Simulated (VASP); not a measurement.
**MgW: relaxation of cell and atoms with PBE**

MgW:

```
CELL_PARAMETERS angstrom
3.10385 0.00000 0.00000
-1.55193 2.68801 0.00000
0.00000 0.00000 9.46120
ATOMIC_POSITIONS crystal
Mg 0.00000 0.00000 0.00000
Mg 0.00000 0.00000 0.50000
W 0.33333 0.66667 0.25000
W 0.66667 0.33333 0.75000
```

The cell was built by a generator and needn't be a form met in nature.

```yaml
Program: VASP 6.6.1
Task: relaxation of cell and atoms
Functional: PBE
Potentials_or_basis: VASP PAW PBE potentials, release 64 (Mg, W_sv)
Cutoff: 600 eV
k_mesh: 6 × 6 × 2
Occupations: gaussian, width 0.1 eV
Spin: no spin polarisation
Dipole_correction: no
Further_INCAR_settings: ALGO = Normal; EDIFF = 1e-06; IBRION = 2; EDIFFG = -0.04; NSW = 90; ISIF = 3
```

| Property | Result |
| --- | --- |
| Relaxed volume | 17.39 Å³/atom |
| Relaxed cell | a = 2.861 Å, b = 2.861 Å, c = 9.817 Å, α = 90.00°, β = 90.00°, γ = 120.00° |
| Space group after relaxing (to 0.05 Å) | P6_3/mmc (No. 194) |
| Energy gained by relaxing | 256.2 meV/atom |
| Ionic steps | 6 |
| Pressure after relaxing | 0.2 GPa |
| Band gap on the k mesh | none (metal or under the smearing width) |

Stress tensor (GPa, compression positive):
```
0.27 0.00 0.00
0.00 0.27 0.00
0.00 0.00 0.05
```

Step by step:
```
step  energy change (eV)  largest force (eV/Å)  pressure (GPa)  volume (Å³)
   1              0.0000                0.0000          -14.07        78.94
   2             -0.1693                0.0000           29.00        60.22
   3             -0.9791                0.0000            2.46        68.23
   4             -0.9797                0.0000            2.92        68.03
   5             -1.0196                0.0000           -0.69        70.14
   6             -1.0250                0.0000            0.19        69.57
```

Final structure:
```
Mg W
1.0
     2.86069    0.00000    0.00000
    -1.43034    2.47743    0.00000
     0.00000    0.00000    9.81700
Mg W
2 2
Cartesian
  0.0000 0.0000 0.0000
  0.0000 0.0000 4.9085
  0.0000 1.6516 2.4543
  1.4303 0.8258 7.3628
```

Levels at points of the mesh, in eV from the Fermi level:
| k point | band 13 | band 14 | band 15 | band 16 | band 17 | band 18 | band 19 | band 20 |
| --- | --- | --- | --- | --- | --- | --- | --- | --- |
| (0.00, 0.00, 0.00) | -2.11 | -1.13 | 0.01 | 0.01 | 0.01 | 0.01 | 2.70 | 2.70 |
| (0.50, 0.00, 0.00) | -2.01 | -1.27 | 0.08 | 0.28 | 0.84 | 1.50 | 1.58 | 2.62 |
| (0.00, 0.00, 0.50) | -1.75 | -1.75 | 0.01 | 0.01 | 0.01 | 0.01 | 2.73 | 2.73 |
| (0.50, 0.00, 0.50) | -1.49 | -1.49 | -0.33 | -0.33 | 1.54 | 1.54 | 2.20 | 2.20 |

It took 94 s on 1 thread of Intel(R) Xeon(R) Platinum 8375C CPU @ 2.90GHz (Ice Lake), with other jobs on the host, peak memory 0.25 GiB.

Caveat: the k mesh is coarse (spacing up to 0.39 Å⁻¹), so the values aren't converged. The run has no spin-orbit coupling, so splittings on W are missing.
